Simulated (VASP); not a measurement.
Level of theory: PBEsol GGA, VASP's PBE PAW potentials (set 64) (plane waves; VASP).

A VASP calculation is set up with these files.

KPOINTS:
```
Automatic
0
Gamma
8 8 1
0 0 0
```

### POSCAR
```
Bi2Te3
1
    4.3793913784     0.0000000000     0.0000000000
   -2.1896956892     3.7926639182     0.0000000000
    0.0000000000     0.0000000000    30.3551317245
Bi Te
6 9
Direct
  0.3333330000   0.6666670000   0.2666670000
  0.3333330000   0.6666670000   0.0666670000
  0.0000000000   0.0000000000   0.6000000000
  0.0000000000   0.0000000000   0.4000000000
  0.6666670000   0.3333330000   0.9333330000
  0.6666670000   0.3333330000   0.7333330000
  0.0000000000   0.0000000000   0.0000000000
  0.6666670000   0.3333330000   0.1233330000
  0.0000000000   0.0000000000   0.2100000000
  0.6666670000   0.3333330000   0.3333330000
  0.3333330000   0.6666670000   0.4566670000
  0.6666670000   0.3333330000   0.5433330000
  0.3333330000   0.6666670000   0.6666670000
  0.0000000000   0.0000000000   0.7900000000
  0.3333330000   0.6666670000   0.8766670000
```

**INCAR**
```
! general
SYSTEM   =  Bi2Te3
PREC     =  Normal
ENCUT    =  400
LREAL    =  .FALSE.
LASPH    =  .TRUE.

! electronic loop
EDIFF    =  1E-5
NELM     =  100
NELMIN   =  4
ALGO     =  Fast
LMAXMIX  =  4

! smearing
ISMEAR   =  0
SIGMA    =  0.05

! functional
GGA      =  PS

! ions
IBRION   =  2
NSW      =  20
ISIF     =  2
EDIFFG   =  -0.03

! output
LWAVE    =  .FALSE.
LCHARG   =  .FALSE.
```

POTCAR, in this order: Bi_d Te (PBE.64 set). Program: vasp_std.

What VASP printed:

### OUTCAR
```
 ion  position               nearest neighbor table
   1  0.333  0.667  0.267-   9 3.06   9 3.06   9 3.06  10 3.24  10 3.24  10 3.24
   2  0.333  0.667  0.067-   8 3.06   8 3.06   8 3.06   7 3.24   7 3.24   7 3.24
   3  0.000  0.000  0.600-  12 3.06  12 3.06  12 3.06  13 3.24  13 3.24  13 3.24
   4  0.000  0.000  0.400-  11 3.06  11 3.06  11 3.06  10 3.24  10 3.24  10 3.24
   5  0.667  0.333  0.933-  15 3.06  15 3.06  15 3.06   7 3.24   7 3.24   7 3.24
   6  0.667  0.333  0.733-  14 3.06  14 3.06  14 3.06  13 3.24  13 3.24  13 3.24
   7  0.000  0.000  0.000-   2 3.24   5 3.24   2 3.24   5 3.24   5 3.24   2 3.24
   8  0.667  0.333  0.123-   2 3.06   2 3.06   2 3.06   9 3.65   9 3.65   9 3.65
   9  0.000  0.000  0.210-   1 3.06   1 3.06   1 3.06   8 3.65   8 3.65   8 3.65
  10  0.667  0.333  0.333-   1 3.24   1 3.24   1 3.24   4 3.24   4 3.24   4 3.24
  11  0.333  0.667  0.457-   4 3.06   4 3.06   4 3.06  12 3.65  12 3.65  12 3.65
  12  0.667  0.333  0.543-   3 3.06   3 3.06   3 3.06  11 3.65  11 3.65  11 3.65
  13  0.333  0.667  0.667-   6 3.24   6 3.24   6 3.24   3 3.24   3 3.24   3 3.24
  14  0.000  0.000  0.790-   6 3.06   6 3.06   6 3.06  15 3.65  15 3.65  15 3.65
  15  0.333  0.667  0.877-   5 3.06   5 3.06   5 3.06  14 3.65  14 3.65  14 3.65
  LATTYP: Found a hexagonal cell.
 ALAT       =     4.3793913784
 C/A-ratio  =     6.9313585158
 Subroutine PRICEL returns following result:
  LATTYP: Found a trigonal (rhomboedric) cell.
 ALAT       =    10.4294957536
 COS(alpha) =     0.9118401404
 Subroutine GETGRP returns: Found 12 space group operations
The static configuration has the point symmetry D_3d.
...
```

**OSZICAR**
```
       N       E                     dE             d eps       ncg     rms          rms(c)
DAV:   1     0.132535102374E+04    0.13254E+04   -0.56189E+04  1744   0.136E+03
DAV:   2     0.107749096064E+03   -0.12176E+04   -0.11811E+04  1882   0.382E+02
DAV:   3    -0.522920745692E+02   -0.16004E+03   -0.15400E+03  2076   0.162E+02
DAV:   4    -0.611844613213E+02   -0.88924E+01   -0.87815E+01  1980   0.394E+01
DAV:   5    -0.616902799192E+02   -0.50582E+00   -0.50447E+00  2496   0.888E+00    0.138E+01
RMM:   6    -0.608936486257E+02    0.79663E+00   -0.16948E+00  1804   0.360E+00    0.859E+00
RMM:   7    -0.609379815739E+02   -0.44333E-01   -0.11964E+00  1810   0.218E+00    0.112E+00
RMM:   8    -0.608887676504E+02    0.49214E-01   -0.13057E-01  1897   0.178E+00    0.587E-01
RMM:   9    -0.608889224704E+02   -0.15482E-03   -0.53313E-02  2212   0.739E-01    0.205E-01
RMM:  10    -0.608891559260E+02   -0.23346E-03   -0.11660E-02  2126   0.414E-01    0.988E-02
RMM:  11    -0.608892978543E+02   -0.14193E-03   -0.31053E-03  2257   0.187E-01    0.425E-02
RMM:  12    -0.608893309498E+02   -0.33096E-04   -0.62414E-04  2125   0.802E-02    0.390E-02
RMM:  13    -0.608893328515E+02   -0.19017E-05   -0.12700E-04  1840   0.418E-02    0.136E-02
RMM:  14    -0.608893367841E+02   -0.39325E-05   -0.36323E-05  1223   0.249E-02
   1 F= -.60889337E+02 E0= -.60889331E+02  d E =-.608893E+02
       N       E                     dE             d eps       ncg     rms          rms(c)
DAV:   1    -0.608895634342E+02   -0.23058E-03   -0.25935E-01  1976   0.144E+00    0.687E-02
RMM:   2    -0.608900062905E+02   -0.44286E-03   -0.52350E-03  1907   0.329E-01    0.300E-02
RMM:   3    -0.608901806349E+02   -0.17434E-03   -0.18157E-03  2401   0.178E-01    0.221E-02
RMM:   4    -0.608901883904E+02   -0.77555E-05   -0.11696E-04  2047   0.439E-02    0.135E-02
RMM:   5    -0.608901877516E+02    0.63884E-06   -0.23580E-05  1087   0.211E-02
   2 F= -.60890188E+02 E0= -.60890182E+02  d E =-.850967E-03
```

### OUTCAR
```
------------------------ aborting loop because EDIFF is reached ----------------------------------------
  FORCE on cell =-STRESS in cart. coord.  units (eV):
  Direction    XX          YY          ZZ          XY          YZ          ZX
  --------------------------------------------------------------------------------------
  Total       -0.0607636     -0.0607636     -0.3200972      0.0000000      0.0000000      0.0000000
  in kB       -0.1930917     -0.1930917     -1.0171903      0.0000000      0.0000000      0.0000000
  external PRESSURE =      -0.4677912 kB  Pullay stress =       0.0000000 kB
  volume of cell :      504.19
      direct lattice vectors                 reciprocal lattice vectors
     4.379391378  0.000000000  0.000000000     0.228342232  0.131833458  0.000000000
    -2.189695689  3.792663918  0.000000000     0.000000000  0.263666916  0.000000000
     0.000000000  0.000000000 30.355131725     0.000000000  0.000000000  0.032943359
 POSITION                                       TOTAL-FORCE (eV/Angst)
 -----------------------------------------------------------------------------------
     -0.00000      2.52844      8.09714         0.000000     -0.000000      0.015762
     -0.00000      2.52844      2.02126        -0.000000      0.000000     -0.015762
      4.37939      0.00000     18.21551         0.000000     -0.000000      0.015762
      0.00000      0.00000     12.13963        -0.000000      0.000000     -0.015762
      2.18970      1.26422     28.33387         0.000000     -0.000000      0.015762
      2.18970      1.26422     22.25799        -0.000000      0.000000     -0.015762
      4.37939      0.00000     30.35513        -0.000000     -0.000000      0.000000
      2.18970      1.26422      3.74568        -0.000000      0.000000      0.016995
      4.37939      0.00000      6.37269         0.000000     -0.000000     -0.016995
      2.18970      1.26422     10.11837        -0.000000     -0.000000      0.000000
     -0.00000      2.52844     13.86408        -0.000000      0.000000      0.016995
      2.18970      1.26422     16.49105        -0.000000     -0.000000     -0.016995
     -0.00000      2.52844     20.23676        -0.000000     -0.000000      0.000000
     -2.18970      3.79266     23.98245         0.000000      0.000000      0.016995
     -0.00000      2.52844     26.60945        -0.000000     -0.000000     -0.016995
 -----------------------------------------------------------------------------------
    total drift:                                0.000000      0.000000      0.000000
  FREE ENERGIE OF THE ION-ELECTRON SYSTEM (eV)
  ---------------------------------------------------
  free  energy   TOTEN  =       -60.8901877516 eV

  energy  without entropy=      -60.8901765162  energy(sigma->0) =      -60.89018213

 reached required accuracy - stopping structural energy minimisation
```
(Selected blocks of OUTCAR.)

CONTCAR:
```
Bi2Te3
   1.00000000000000
     4.3793913784000003    0.0000000000000000    0.0000000000000000
    -2.1896956892000001    3.7926639182000002    0.0000000000000000
     0.0000000000000000    0.0000000000000000   30.3551317245000014
  Bi              Te
     6     9
Direct
     0.3333330000000032    0.6666669999999968    0.2667469348301097
     0.3333330000000032    0.6666669999999968    0.0665870651698910
     1.0000000000000000    0.0000000000000000    0.6000799348301129
     0.0000000000000000    0.0000000000000000    0.3999200651698870
     0.6666669999999968    0.3333330000000032    0.9334129348301090
     0.6666669999999968    0.3333330000000032    0.7332530651698903
     1.0000000000000000    0.0000000000000000    1.0000000000000000
     0.6666669999999968    0.3333330000000032    0.1233953021935559
     1.0000000000000000    0.0000000000000000    0.2099376978064473
     0.6666669999999968    0.3333330000000032    0.3333330000000032
     0.3333330000000032    0.6666669999999968    0.4567293021935566
     0.6666669999999968    0.3333330000000032    0.5432706978064434
     0.3333330000000032    0.6666669999999968    0.6666669999999968
     0.0000000000000000    1.0000000000000000    0.7900623021935527
     0.3333330000000032    0.6666669999999968    0.8766046978064441
```

File OUTCAR:
```
 val. band max:        6.1568024656   @ k =   0.0000   0.0000   0.0000

 cond. band min:       6.3656712010   @ k =   0.0000   0.0000   0.0000


 Fermi energy:         6.2612368408

 k-point     1 :       0.0000    0.0000    0.0000
  band No.  band energies     occupation
      1     -16.9619      2.00000
      2     -16.9619      2.00000
      3     -16.9619      2.00000
      4     -16.9619      2.00000
      5     -16.9618      2.00000
      6     -16.9618      2.00000
      7     -16.9603      2.00000
      8     -16.9603      2.00000
      9     -16.9603      2.00000
     10     -16.9603      2.00000
     11     -16.9602      2.00000
     12     -16.9602      2.00000
     13     -16.9523      2.00000
     14     -16.9523      2.00000
     15     -16.9521      2.00000
     16     -16.9509      2.00000
     17     -16.9509      2.00000
     18     -16.9508      2.00000
     19     -16.9481      2.00000
     20     -16.9481      2.00000
     21     -16.9481      2.00000
     22     -16.9481      2.00000
     23     -16.9480      2.00000
     24     -16.9480      2.00000
     25     -16.9464      2.00000
     26     -16.9464      2.00000
     27     -16.9464      2.00000
     28     -16.9464      2.00000
     29     -16.9463      2.00000
     30     -16.9463      2.00000
     31      -7.2696      2.00000
     32      -7.1781      2.00000
     33      -7.1780      2.00000
     34      -6.7609      2.00000
     35      -6.7609      2.00000
     36      -6.5440      2.00000
     37      -5.2850      2.00000
     38      -4.9429      2.00000
     39      -4.9427      2.00000
     40      -3.4359      2.00000
     41      -3.4357      2.00000
     42      -2.7638      2.00000
     43      -2.2845      2.00000
     44      -1.7661      2.00000
     45      -1.7659      2.00000
     46       3.4151      2.00000
     47       3.4153      2.00000
     48       3.8201      2.00000
     49       4.0715      2.00000
     50       4.2864      2.00000
     51       4.2865      2.00000
...
```

Without a dispersion term in the relaxation, distances and binding between the weakly bound layers, chains or molecules are unreliable, and so is what depends on them. Unless said otherwise, spin-orbit coupling is left out, though it shifts the bands of the heavy elements here.

The compound is Bi2Te3 in the tetradymite structure. This run relaxes the ions in a fixed cell. Symmetry was kept, so distortions that lower it aren't found.
